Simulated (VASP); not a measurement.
Write the native input for VASP 6.6.1 that does the following.

- Task: electric field gradients
- Functional: LDA
- Potentials or basis: VASP PAW LDA potentials, release 64 (Cd)
- Cutoff: 520 eV
- k mesh: 13 × 13 × 6
- Occupations: fermi-dirac, width 0.05 eV
- Spin: no spin polarisation
- Further INCAR settings: ALGO = Fast; EDIFF = 1e-07

The structure of Cd lies in POSCAR:

```
Cd
1.0
    2.9788700000      0.0000000000      0.0000000000
   -1.4894350000      2.5797770946      0.0000000000
    0.0000000000      0.0000000000      5.6176500000
Cd
2
Direct
    0.3333333333      0.6666666667      0.2500000000
    0.6666666667      0.3333333333      0.7500000000
```

The input as run:

INCAR

```
  PREC = Accurate
  ENCUT = 520
  EDIFF = 1E-7
  ISMEAR = -1
  SIGMA = 0.05
  LREAL = F
  LASPH = T
  NELM = 60
  ALGO = Fast
  ISIF = 2
  LWAVE = F
  LCHARG = F
  LEFG = T
```

KPOINTS

```
Automatic mesh
0
Gamma
  13 13 6
```

Potentials or basis: VASP PAW LDA potentials, release 64 (Cd).

Command:

```bash
$ cat potpaw_LDA.64/Cd/POTCAR > POTCAR
$ mpirun -np 1 vasp_std > vasp.out
```

It gave:

| Quantity | Value |
| --- | --- |
| Pressure | -4.0 GPa |
| Band gap on the k mesh | none (metal or under the smearing width) |

It took 29 s on 1 thread of Intel(R) Xeon(R) Platinum 8375C CPU @ 2.90GHz (Ice Lake), on a shared host, peak memory 0.17 GiB.
